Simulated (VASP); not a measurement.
Shape and ions are relaxed at each volume.

Energy against volume of Ho (hcp). Level of theory: MS2 meta-GGA, VASP's PBE PAW potentials (set 64) (plane waves; VASP 6.6.1).

The 4f electrons are frozen in the core of the lanthanide potential, so 4f levels, which can set the real gap, and their magnetism are missing.

| V (Å³/atom) | E (eV/atom) |
|---|---|
| 28.186 | 9.80356 |
| 29.086 | 9.79133 |
| 29.985 | 9.78739 |
| 30.885 | 9.79043 |
| 31.784 | 9.80000 |

Problem. Fit a third-order Birch-Murnaghan equation of state.

Solution. 
```json
{
  "volume_per_atom": "30.02 Å^3/atom",
  "bulk_modulus": "42.5 GPa",
  "pressure_derivative_of_the_bulk_modulus": "3.12"
}
```

Measured: bulk modulus 40.2 GPa (computed value off by +5.7 %), as given by Wikipedia, Holmium (infobox). The calculation is for a static lattice, while the measured bulk modulus holds thermal and zero-point effects, which are part of the difference.

The compound is Ho in the hcp structure. It was relaxed first.
